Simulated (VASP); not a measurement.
# N on Ru(0001): which site?, part 6 of 6

Where does N sit on Ru(0001), and how strongly does it bind?

VASP 6.6.1, plane waves and PAW; the level of theory is named at each step.

So far. Step 10 (Potential and states with the adsorbate, site bridge): The vacuum level lies 5.20 eV above the Fermi level at the upper face; the two faces differ by 0.47 eV, the step that the slab's dipole of 0.067 e·Å makes. Step 11 (Relaxing the adsorbate, site fcc): The run ended after 11 ionic steps, 0.156 eV below its first step, once the forces on the free atoms met EDIFFG = -0.03.

## (12) Potential and states with the adsorbate, site fcc

Level of this step: RPBE, no spin polarisation; plane waves and PAW (Ru, N) (VASP).

Input file INCAR:

```
SYSTEM = Ru12N
PREC = Normal
ENCUT = 440
EDIFF = 1E-06
NELM = 120
ISMEAR = 1
SIGMA = 0.15
LREAL = Auto
ALGO = Fast
GGA = RP
NBANDS = 63
LASPH = .TRUE.
LORBIT = 11
LWAVE = .FALSE.
LCHARG = .FALSE.
KPAR = 4
IDIPOL = 3
LDIPOL = .TRUE.
DIPOL = 0.5 0.5 0.51
LVHAR = .TRUE.
LVACPOTAV = .TRUE.
NEDOS = 1500
```

Input file POSCAR:

```
Ru12N
1.0
    5.4587389580      0.0000000000      0.0000000000
    2.7293694790      4.7274066103      0.0000000000
    0.0000000000      0.0000000000     19.2935003939
Ru N
12 1
Selective dynamics
Direct
    0.0000000000      0.0000000000      0.3887319500  F F F
    0.5000000000      0.0000000000      0.3887319500  F F F
    0.0000000000      0.5000000000      0.3887319500  F F F
    0.5000000000      0.5000000000      0.3887319500  F F F
    0.8372254542      0.3313872679      0.4960230967  T T T
    0.3313872679      0.3313872679      0.4960230967  T T T
    0.8333333300      0.8333333300      0.4938686097  T T T
    0.3313872679      0.8372254542      0.4960230967  T T T
    0.9960876517      0.9960876517      0.6075873367  T T T
    0.5078246966      0.9960876517      0.6075873367  T T T
    0.9960876517      0.5078246966      0.6075873367  T T T
    0.5000000000      0.5000000000      0.6026094833  T T T
    0.1666666700      0.1666666700      0.6659476932  T T T
```

Input file KPOINTS:

```
Automatic mesh
0
Gamma
6 6 1
0 0 0
```

Potentials, in the order of the species: Ru and N (PBE family, release 64).

Run with:

```sh
> mpirun -np 4 vasp_std
```

The program printed:

```text
[... set-up lines as in an earlier step ...]
 entering main loop
       N       E                     dE             d eps       ncg     rms          rms(c)
DAV:   1     0.600920648786E+03    0.60092E+03   -0.39188E+04   882   0.117E+03
DAV:   2    -0.512136869956E+02   -0.65213E+03   -0.61410E+03   977   0.269E+02
DAV:   3    -0.109532858652E+03   -0.58319E+02   -0.55441E+02  1398   0.698E+01
DAV:   4    -0.113200041638E+03   -0.36672E+01   -0.35542E+01  1213   0.159E+01
[...]
RMM:  28    -0.103908029402E+03   -0.34894E-05   -0.64558E-07   564   0.195E-03    0.745E-04
RMM:  29    -0.103908030664E+03   -0.12615E-05   -0.32201E-07   426   0.133E-03    0.590E-04
RMM:  30    -0.103908030908E+03   -0.24441E-06   -0.17826E-07   356   0.111E-03
 [... a notice as in an earlier step ...]

   1 F= -.10390803E+03 E0= -.10391961E+03  d E =0.347429E-01
```

Wall time 71 s (4 MPI ranks of AMD EPYC 7R43, shared host); peak memory 1.2 GiB; 3.7 min of CPU time.

Parts of OUTCAR (step 12):

```text
  Total       -8.2312287     -8.2312287     -0.1364156      0.0000000     -0.0000000      0.0000000
  in kB      -26.4879859    -26.4879859     -0.4389835      0.0000000     -0.0000000      0.0000000
  external PRESSURE =     -17.8049851 kB  Pullay stress =       0.0000000 kB

 POSITION                                       TOTAL-FORCE (eV/Angst)
 -----------------------------------------------------------------------------------
      0.00000      0.00000      7.50000         0.180558      0.104245     -0.119083
      2.72937      0.00000      7.50000        -0.180558      0.104245     -0.119083
      1.36468      2.36370      7.50000        -0.000000     -0.208490     -0.119083
      4.09405      2.36370      7.50000        -0.000000      0.000000      0.312720
      5.47467      1.56660      9.57002        -0.003799      0.002193      0.011667
      2.71343      1.56660      9.57002         0.003799      0.002193      0.011667
      6.82342      3.93951      9.52845        -0.000000      0.000000     -0.017820
      4.09405      3.95791      9.57002        -0.000000     -0.004387      0.011667
      8.15607      4.70891     11.72249        -0.011121     -0.006421     -0.007489
      5.49077      4.70891     11.72249         0.011121     -0.006421     -0.007489
      6.82342      2.40069     11.72249        -0.000000      0.012842     -0.007489
      4.09405      2.36370     11.62645        -0.000000      0.000000      0.027940
      1.36468      0.78790     12.84846        -0.000000      0.000000      0.021878
 -----------------------------------------------------------------------------------
    total drift:                                0.000131      0.000076     -0.111596

  FREE ENERGIE OF THE ION-ELECTRON SYSTEM (eV)
  ---------------------------------------------------
  free  energy   TOTEN  =      -103.9080309081 eV

  energy  without entropy=     -103.9427737791  energy(sigma->0) =     -103.91961187

[... 2 parts as in an earlier step ...]

[... 1 further part left out ...]
[key lines of the parts left out:]
E-fermi :   1.0317
```

The map of layer states is cut here 0.5 eV above the Fermi level, so it leaves out the states above that.

At the end the adsorbate's closest contact with the slab is N-Ru at 1.97 Å, 1.61 Å to the side of the slab's atom, and its lowest atom lies 1.13 Å above the highest atom of the slab.

The vacuum level lies 5.25 eV above the Fermi level at the upper face; the two faces differ by 0.52 eV, the step that the slab's dipole of 0.074 e·Å makes.

VASP counts the dipole in electrons times Å, so a positive number points the physical dipole along −c.

The program found no field-free point at its default tolerance, but its printed level agrees with the flat part of the planar average.

On this mesh the fine structure of the density of states is sampling noise, and high empty states may be cut by the number of bands.

## (13) Relaxing the adsorbate, site hcp

Input file INCAR:

```
SYSTEM = Ru12N
PREC = Normal
ENCUT = 440
EDIFF = 1E-05
NELM = 120
ISMEAR = 1
SIGMA = 0.15
LREAL = Auto
ALGO = Fast
GGA = RP
NBANDS = 63
LASPH = .TRUE.
LORBIT = 11
LWAVE = .FALSE.
LCHARG = .FALSE.
KPAR = 4
IBRION = 2
NSW = 50
ISIF = 2
EDIFFG = -0.03
POTIM = 0.4
MAXMIX = 40
IDIPOL = 3
LDIPOL = .TRUE.
DIPOL = 0.5 0.5 0.509
```

Input file POSCAR:

```
Ru12N
1.0
    5.4587389580      0.0000000000      0.0000000000
    2.7293694790      4.7274066103      0.0000000000
    0.0000000000      0.0000000000     19.2935003939
Ru N
12 1
Selective dynamics
Direct
    0.0000000000      0.0000000000      0.3887319500  F F F
    0.5000000000      0.0000000000      0.3887319500  F F F
    0.0000000000      0.5000000000      0.3887319500  F F F
    0.5000000000      0.5000000000      0.3887319500  F F F
    0.8333333300      0.3333333300      0.4962060100  T T T
    0.3333333300      0.3333333300      0.4962060100  T T T
    0.8333333300      0.8333333300      0.4962060100  T T T
    0.3333333300      0.8333333300      0.4962060100  T T T
    0.0000000000      0.0000000000      0.6035958400  T T T
    0.5000000000      0.0000000000      0.6035958400  T T T
    0.0000000000      0.5000000000      0.6035958400  T T T
    0.5000000000      0.5000000000      0.6035958400  T T T
    0.3333333300      0.3333333300      0.6632014000  T T T
```

KPOINTS is that of step 12.

Run with:

```sh
> mpirun -np 4 vasp_std
```

The program printed:

```text
[... set-up lines as in an earlier step ...]
 entering main loop
       N       E                     dE             d eps       ncg     rms          rms(c)
DAV:   1     0.604152674050E+03    0.60415E+03   -0.39235E+04   882   0.117E+03
DAV:   2    -0.524896078922E+02   -0.65664E+03   -0.61889E+03   978   0.269E+02
DAV:   3    -0.110404744999E+03   -0.57915E+02   -0.55274E+02  1420   0.699E+01
DAV:   4    -0.113554684596E+03   -0.31499E+01   -0.30739E+01  1148   0.156E+01
[...]
RMM:  26    -0.104302393107E+03   -0.23928E-04   -0.38584E-06   358   0.451E-03    0.239E-03
RMM:  27    -0.104302407029E+03   -0.13922E-04   -0.41958E-06   438   0.503E-03    0.114E-03
RMM:  28    -0.104302408367E+03   -0.13377E-05   -0.12004E-06   264   0.328E-03
   1 F= -.10430241E+03 E0= -.10430904E+03  d E =-.104302E+03
[... from here on, the cycles between the ionic steps are left out ...]
   2 F= -.10440970E+03 E0= -.10441544E+03  d E =-.107294E+00
   3 F= -.10444793E+03 E0= -.10445605E+03  d E =-.145520E+00
   4 F= -.10445131E+03 E0= -.10445895E+03  d E =-.148903E+00
   5 F= -.10449406E+03 E0= -.10450107E+03  d E =-.427497E-01
   6 F= -.10449524E+03 E0= -.10450202E+03  d E =-.439322E-01
   7 F= -.10449926E+03 E0= -.10450545E+03  d E =-.401965E-02
   8 F= -.10449932E+03 E0= -.10450539E+03  d E =-.407292E-02
   9 F= -.10449933E+03 E0= -.10450542E+03  d E =-.408615E-02
  10 F= -.10449990E+03 E0= -.10450606E+03  d E =-.567381E-03
  11 F= -.10449991E+03 E0= -.10450613E+03  d E =-.582480E-03
  12 F= -.10449995E+03 E0= -.10450616E+03  d E =-.624475E-03
  13 F= -.10450014E+03 E0= -.10450630E+03  d E =-.184808E-03
 trial-energy change:   -0.000185  1 .order   -0.000322   -0.000459   -0.000185
 step:   2.4561(harm=  2.4561)  dis= 0.00591  next Energy=  -104.500338 (dE=-0.384E-03)
 reached required accuracy - stopping structural energy minimisation
```

Wall time 4.7 min (4 MPI ranks); peak memory 1.5 GiB.

From OUTCAR (step 13):

```text
  Total       -7.3326522     -7.3326522     -0.0627030      0.0000000      0.0000000      0.0000000
  in kB      -23.5963787    -23.5963787     -0.2017776      0.0000000      0.0000000      0.0000000
  external PRESSURE =     -15.7981783 kB  Pullay stress =       0.0000000 kB

 POSITION                                       TOTAL-FORCE (eV/Angst)
 -----------------------------------------------------------------------------------
      0.00000      0.00000      7.50000         0.000000     -0.000000     -0.387003
      2.72937      0.00000      7.50000        -0.000000      0.072108      0.100605
      1.36468      2.36370      7.50000         0.062447     -0.036054      0.100605
      4.09405      2.36370      7.50000        -0.062447     -0.036054      0.100605
      5.45874      1.61538      9.60121         0.000000      0.009129      0.021157
      2.72937      1.57580      9.51755         0.000000     -0.000000     -0.027643
      6.78915      3.91972      9.60121        -0.007906     -0.004565      0.021157
      4.12833      3.91972      9.60121         0.007906     -0.004565      0.021157
      0.00000      0.00000     11.62243        -0.000000     -0.000000      0.012386
      5.45874      4.65229     11.71504        -0.000000      0.005905      0.004089
      6.75837      2.40126     11.71504         0.005113     -0.002952      0.004089
      4.15911      2.40126     11.71504        -0.005113     -0.002952      0.004089
      2.72937      1.57580     12.77349         0.000000     -0.000000      0.024709
 -----------------------------------------------------------------------------------
    total drift:                                0.000101      0.000058     -0.130931

  FREE ENERGIE OF THE ION-ELECTRON SYSTEM (eV)
  ---------------------------------------------------
  free  energy   TOTEN  =      -104.5001390322 eV

  energy  without entropy=     -104.5186077333  energy(sigma->0) =     -104.50629527

[... 3 parts as in an earlier step ...]

[... 1 further part left out ...]
[key lines of the parts left out:]
E-fermi :   1.0516
```

Step by step:

```csv
step,energy less that of the first step (eV),largest force (eV/Å)
1,0.0000,0.9444
2,-0.1073,0.5755
3,-0.1455,0.8940
4,-0.1489,0.7901
5,-0.1917,0.2345
6,-0.1928,0.2590
7,-0.1969,0.0871
8,-0.1969,0.0806
9,-0.1969,0.0790
10,-0.1975,0.0515
11,-0.1975,0.0490
12,-0.1975,0.0340
13,-0.1977,0.0276
```

The atoms that moved most (Å):

| atom | dx | dy | dz | length |
| --- | --- | --- | --- | --- |
| Ru11 | -0.065 | 0.038 | 0.070 | 0.102 |
| Ru10 | 0.000 | -0.075 | 0.070 | 0.102 |
| Ru12 | 0.065 | 0.038 | 0.070 | 0.102 |
| Ru6 | 0.000 | 0.000 | -0.056 | 0.056 |
| Ru8 | 0.034 | -0.020 | 0.028 | 0.048 |
| Ru7 | -0.034 | -0.020 | 0.028 | 0.048 |
| Ru5 | 0.000 | 0.040 | 0.028 | 0.048 |
| Ru9 | 0.000 | 0.000 | -0.023 | 0.023 |

The relaxed structure:

```
Ru N
1.0
     5.45874    0.00000    0.00000
     2.72937    4.72741    0.00000
     0.00000    0.00000   19.29350
Ru N
12 1
Direct
  0.00000 0.00000 0.38873
  0.50000 0.00000 0.38873
  0.00000 0.50000 0.38873
  0.50000 0.50000 0.38873
  0.82915 0.34170 0.49764
  0.33333 0.33333 0.49330
  0.82915 0.82915 0.49764
  0.34170 0.82915 0.49764
  0.00000 0.00000 0.60240
  0.50794 0.98411 0.60720
  0.98411 0.50794 0.60720
  0.50794 0.50794 0.60720
  0.33333 0.33333 0.66206
```

The run ended after 13 ionic steps, 0.198 eV below its first step, once the forces on the free atoms met EDIFFG = -0.03.

## (14) Potential and states with the adsorbate, site hcp

Input file INCAR:

```
SYSTEM = Ru12N
PREC = Normal
ENCUT = 440
EDIFF = 1E-06
NELM = 120
ISMEAR = 1
SIGMA = 0.15
LREAL = Auto
ALGO = Fast
GGA = RP
NBANDS = 63
LASPH = .TRUE.
LORBIT = 11
LWAVE = .FALSE.
LCHARG = .FALSE.
KPAR = 4
IDIPOL = 3
LDIPOL = .TRUE.
DIPOL = 0.5 0.5 0.51
LVHAR = .TRUE.
LVACPOTAV = .TRUE.
NEDOS = 1500
```

Input file POSCAR:

```
Ru12N
1.0
    5.4587389580      0.0000000000      0.0000000000
    2.7293694790      4.7274066103      0.0000000000
    0.0000000000      0.0000000000     19.2935003939
Ru N
12 1
Selective dynamics
Direct
    0.0000000000      0.0000000000      0.3887319500  F F F
    0.5000000000      0.0000000000      0.3887319500  F F F
    0.0000000000      0.5000000000      0.3887319500  F F F
    0.5000000000      0.5000000000      0.3887319500  F F F
    0.8291475778      0.3417048344      0.4976398408  T T T
    0.3333333300      0.3333333300      0.4933034232  T T T
    0.8291475778      0.8291475778      0.4976398408  T T T
    0.3417048344      0.8291475778      0.4976398408  T T T
    0.0000000000      0.0000000000      0.6024014829  T T T
    0.5079448028      0.9841103943      0.6072014490  T T T
    0.9841103943      0.5079448028      0.6072014490  T T T
    0.5079448028      0.5079448028      0.6072014490  T T T
    0.3333333300      0.3333333300      0.6620617521  T T T
```

KPOINTS is that of step 13.

Run with:

```sh
> mpirun -np 4 vasp_std
```

The program printed:

```text
[... set-up lines as in an earlier step ...]
 entering main loop
       N       E                     dE             d eps       ncg     rms          rms(c)
DAV:   1     0.602030602832E+03    0.60203E+03   -0.39205E+04   882   0.117E+03
DAV:   2    -0.524068686656E+02   -0.65444E+03   -0.61690E+03   978   0.268E+02
DAV:   3    -0.110633556574E+03   -0.58227E+02   -0.55523E+02  1437   0.697E+01
DAV:   4    -0.113765472949E+03   -0.31319E+01   -0.30560E+01  1173   0.152E+01
[...]
RMM:  28    -0.104500145199E+03   -0.58772E-05   -0.16945E-06   632   0.305E-03    0.876E-04
RMM:  29    -0.104500147076E+03   -0.18773E-05   -0.58712E-07   525   0.196E-03    0.882E-04
RMM:  30    -0.104500147822E+03   -0.74532E-06   -0.23747E-07   411   0.123E-03
 [... a notice as in an earlier step ...]

   1 F= -.10450015E+03 E0= -.10450630E+03  d E =0.184653E-01
```

Elapsed: 71 s, on 4 MPI ranks; peak memory 1.2 GiB.

OUTCAR, selected parts (step 14):

```text
  Total       -7.3307477     -7.3307477     -0.0588173      0.0000000      0.0000000      0.0000000
  in kB      -23.5902501    -23.5902501     -0.1892734      0.0000000      0.0000000      0.0000000
  external PRESSURE =     -15.7899245 kB  Pullay stress =       0.0000000 kB

 POSITION                                       TOTAL-FORCE (eV/Angst)
 -----------------------------------------------------------------------------------
      0.00000      0.00000      7.50000        -0.000000     -0.000000     -0.387577
      2.72937      0.00000      7.50000         0.000000      0.072077      0.100244
      1.36468      2.36370      7.50000         0.062420     -0.036038      0.100244
      4.09405      2.36370      7.50000        -0.062420     -0.036038      0.100244
      5.45874      1.61538      9.60121        -0.000000      0.008746      0.021076
      2.72937      1.57580      9.51755        -0.000000     -0.000000     -0.027712
      6.78915      3.91972      9.60121        -0.007574     -0.004373      0.021076
      4.12833      3.91972      9.60121         0.007574     -0.004373      0.021076
      0.00000      0.00000     11.62243        -0.000000     -0.000000      0.011689
      5.45874      4.65229     11.71504        -0.000000      0.006900      0.004665
      6.75837      2.40126     11.71504         0.005976     -0.003450      0.004665
      4.15911      2.40126     11.71504        -0.005976     -0.003450      0.004665
      2.72937      1.57580     12.77349        -0.000000     -0.000000      0.025644
 -----------------------------------------------------------------------------------
    total drift:                                0.000101      0.000058     -0.126261

  FREE ENERGIE OF THE ION-ELECTRON SYSTEM (eV)
  ---------------------------------------------------
  free  energy   TOTEN  =      -104.5001478217 eV

  energy  without entropy=     -104.5186131291  energy(sigma->0) =     -104.50630292

[... 2 parts as in an earlier step ...]

[... 1 further part left out ...]
[key lines of the parts left out:]
E-fermi :   1.0490
```

The map of layer states is cut here 0.5 eV above the Fermi level, so it leaves out the states above that.

At the end the adsorbate's closest contact with the slab is N-Ru at 1.96 Å, 1.65 Å to the side of the slab's atom, and its lowest atom lies 1.06 Å above the highest atom of the slab.

The vacuum level lies 5.19 eV above the Fermi level at the upper face; the two faces differ by 0.47 eV, the step that the slab's dipole of 0.067 e·Å makes.

VASP counts the dipole in electrons times Å, so a positive number points the physical dipole along −c.

The program found no field-free point at its default tolerance, but its printed level agrees with the flat part of the planar average.

On this mesh the fine structure of the density of states is sampling noise, and high empty states may be cut by the number of bands.

## (15) The sites side by side

This step: adsorption sites, RPBE; plane waves and PAW (VASP 6.6.1).

This step runs nothing: it gathers the runs above.

The site's symmetry is kept, so a site may be a saddle point. All sites:

| site | adsorption energy (eV) | height over the top layer (Å) | shortest distance to the metal (Å) | bond in the molecule (Å) | change of the work function (eV) | sideways move (Å) |
| --- | --- | --- | --- | --- | --- | --- |
| ontop | 1.203 | 1.995 | 1.652 | - | 0.773 | 0 |
| bridge | -0.4291 | 1.083 | 1.962 | - | 0.4292 | 0.78 |
| fcc | 0.1575 | 1.15 | 1.967 | - | 0.4857 | 0 |
| hcp | -0.4292 | 1.082 | 1.961 | - | 0.4264 | 0 |

Each adsorption energy is the energy with the adsorbate less the clean slab (-95.935 eV) and the reference (-8.143 eV, half of N2).

## (16) Summary of results

```yaml
ontop_start: 1.20 eV
bridge_start_slid_off: -0.43 eV
fcc_start: 0.16 eV
hcp_start: -0.43 eV
```

What this shows: Among the starts that kept their site, N is lowest at the hcp site of Ru(0001), at -0.43 eV against half of N2; fcc lies 0.59 eV higher and ontop lies 1.63 eV higher. The bridge start slid 0.78 Å sideways and ended at -0.43 eV, so that site is no minimum and its row belongs to another place. At that site the work function rises by 0.43 eV from 4.77 eV. The bare lower face moves by -0.05 eV too, a measure of how thin the slab is. Symmetry was kept, so any start that stayed on its site may sit on a saddle point. The slab is thin, and zero-point and thermal parts are left out.

[Lines on the potential files, build, host, timing and source positions are cut from VASP's logs without a mark.]

[Logs are printed without paths, hosts, clocks, repeated set-up lines and the standing remarks that a program may print on its own settings, such as how far it seeks lower states.]

[Hosts, paths, dates, database ids (printed as entryN), source tags and the programs' standing remarks are cut or masked in the printed files.]

[Runs that stopped without an error message from VASP are left out.]
